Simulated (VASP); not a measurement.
Output of a VASP run:

### OSZICAR
```
       N       E                     dE             d eps       ncg     rms          rms(c)
DAV:   1     0.182167352768E+03    0.18217E+03   -0.17100E+04  2120   0.110E+03
DAV:   2    -0.523084076732E+01   -0.18740E+03   -0.18451E+03  2394   0.292E+02
DAV:   3    -0.251665900277E+02   -0.19936E+02   -0.19478E+02  3420   0.521E+01
DAV:   4    -0.264375918973E+02   -0.12710E+01   -0.12509E+01  2976   0.145E+01
DAV:   5    -0.264826596565E+02   -0.45068E-01   -0.44581E-01  3006   0.240E+00    0.472E+01
DAV:   6    -0.261115947347E+02    0.37106E+00   -0.68976E+00  2802   0.959E+00    0.295E+01
DAV:   7    -0.280461367012E+02   -0.19345E+01   -0.34329E+01  2802   0.123E+01    0.317E+01
DAV:   8    -0.256854896640E+02    0.23606E+01   -0.13142E+01  2906   0.840E+00    0.419E+00
DAV:   9    -0.256901627337E+02   -0.46731E-02   -0.93829E-01  2968   0.345E+00    0.215E+00
DAV:  10    -0.256836971846E+02    0.64655E-02   -0.13165E-01  2756   0.150E+00    0.140E+00
DAV:  11    -0.256805376494E+02    0.31595E-02   -0.41021E-02  2950   0.102E+00    0.753E-01
DAV:  12    -0.256796154752E+02    0.92217E-03   -0.10922E-02  2906   0.644E-01    0.257E-01
DAV:  13    -0.256795840930E+02    0.31382E-04   -0.11153E-03  2878   0.159E-01    0.109E-01
DAV:  14    -0.256795814530E+02    0.26400E-05   -0.16025E-04  2952   0.584E-02    0.411E-02
DAV:  15    -0.256795884973E+02   -0.70443E-05   -0.23718E-05  2782   0.303E-02    0.235E-02
DAV:  16    -0.256795863994E+02    0.20979E-05   -0.10130E-05  2422   0.191E-02    0.531E-03
DAV:  17    -0.256795868782E+02   -0.47882E-06   -0.38032E-06  1292   0.503E-03
   1 F= -.25679587E+02 E0= -.25584701E+02  d E =-.189772E+00
```

File OUTCAR:
```
------------------------ aborting loop because EDIFF is reached ----------------------------------------
  FORCE on cell =-STRESS in cart. coord.  units (eV):
  Direction    XX          YY          ZZ          XY          YZ          ZX
  --------------------------------------------------------------------------------------
  Total        1.0757371      1.3470978      1.6021201      0.1334809      0.0168562      0.0633842
  in kB       13.8395806     17.3306919     20.6116069      1.7172597      0.2168580      0.8154504
  external PRESSURE =      17.2606265 kB  Pullay stress =       0.0000000 kB
  volume of cell :      124.54
      direct lattice vectors                 reciprocal lattice vectors
     3.548798000  0.000000000  0.000000000     0.281785551  0.162688975  0.000000000
    -1.774399000  3.073349000  0.000000000     0.000000000  0.325377951  0.000000000
     0.000000000  0.000000000 11.418279000     0.000000000  0.000000000  0.087578872
 POSITION                                       TOTAL-FORCE (eV/Angst)
 -----------------------------------------------------------------------------------
     -1.74041      3.02966      0.07892        -0.061455      0.040519     -0.589440
      0.04042      0.03145      5.72256        -0.077498     -0.017356     -0.131404
      0.01411      1.99940      2.69863         0.019797      0.040339      0.848489
      1.68588      1.08619      8.62731         0.119156     -0.063502     -0.127646
 -----------------------------------------------------------------------------------
    total drift:                                0.000128      0.000190     -0.000023
  FREE ENERGIE OF THE ION-ELECTRON SYSTEM (eV)
  ---------------------------------------------------
  free  energy   TOTEN  =       -25.6795868782 eV

  energy  without entropy=      -25.4898152730  energy(sigma->0) =      -25.58470108
```
(Selected blocks of OUTCAR.)

POSCAR:
```
Y
1
    3.5487980000     0.0000000000     0.0000000000
   -1.7743990000     3.0733490000     0.0000000000
    0.0000000000     0.0000000000    11.4182790000
Y
4
Direct
  0.0024690000  -0.0142160000   0.0069120000
  0.0165070000   0.0102340000   0.5011750000
  0.3292570000   0.6505600000   0.2363430000
  0.6517670000   0.3534210000   0.7555700000
```

Task: Write an INCAR and KPOINTS that could have produced this output.

Result: One answer among several that fit: the input of the run itself, PBE GGA, plane waves, VASP's PBE PAW potentials (set 64).

KPOINTS:
```
kpoints
0
G
  6 6 2
```

**INCAR**
```
SYSTEM=Y
PREC=Accurate; ENCUT=300; LREAL=.FALSE.
LASPH=.TRUE.
EDIFF=1E-6; NELM=100; ALGO=Normal
LMAXMIX=4
ISMEAR=-1; SIGMA=0.1
GGA=PE
ISIF=2
LWAVE=.FALSE.; LCHARG=.FALSE.
```

POTCAR, in this order: Y_sv (PBE.64 set). Program: vasp_std.

At this cut-off the stress carries a Pulay error, which pulls relaxed volumes low.

The structure was generated: Y was put into an ordered model structure, which need not be its known phase. The cell was not relaxed at this level, atoms are displaced from their ideal sites. The k-mesh is coarse (spacing up to 0.34 per Å, 2π included), so the numbers may not be converged in it.
